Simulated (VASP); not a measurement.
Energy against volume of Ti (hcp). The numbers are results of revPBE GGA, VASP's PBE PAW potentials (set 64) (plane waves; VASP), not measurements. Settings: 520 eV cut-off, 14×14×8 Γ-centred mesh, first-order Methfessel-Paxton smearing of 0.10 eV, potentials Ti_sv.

Shape and ions are relaxed at each volume.

| V (Å³/atom) | E (eV/atom) |
|---|---|
| 16.656 | -7.49710 |
| 17.187 | -7.51490 |
| 17.719 | -7.52041 |
| 18.251 | -7.51527 |

Q: Fit these four points and predict the energy of the run at 18.782 Å³/atom.

A: A cubic in V^(−2/3), the third-order Birch-Murnaghan form, passes through the four points with V0 = 17.72 Å³/atom and B0 = 107 GPa, and gives -7.5010 eV/atom there. The run gave -7.5009 eV/atom, +0.1 meV/atom from the fit; all five points give B0 = 107 GPa.

The compound is Ti in the hcp structure. It was relaxed first.
